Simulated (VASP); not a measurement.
Input:

```
CELL_PARAMETERS angstrom
      0.00000     3.31214     3.31214
      3.31214     0.00000     3.31214
      3.31214     3.31214     0.00000
ATOMIC_POSITIONS crystal
  In 0.00000 0.00000 0.00000
  Sb 0.25000 0.25000 0.25000
```

The numbers are results of PBE GGA, VASP's PBE PAW potentials (set 64) (plane waves; VASP 6.6.1), not measurements. Settings: 350 eV cut-off, 6×6×6 Γ-centred mesh, Gaussian smearing of 0.050 eV, potentials In_d Sb.

Unless said otherwise, spin-orbit coupling is left out, though it shifts the bands of the heavy elements here.

**Question.** Predict the energy per atom (σ→0), band gap (on the k-mesh) with the smallest direct gap where there is one.

**Answer.** 
The band gap (on the k-mesh) is none (metal, semimetal or under 0.01 eV) and the energy per atom (σ→0) is -334.3 kJ/mol-atom.

Only differences to runs with the same potentials and settings are physical.

The compound is InSb in the zinc blende structure. It was relaxed first, which changed the volume by +7 %.
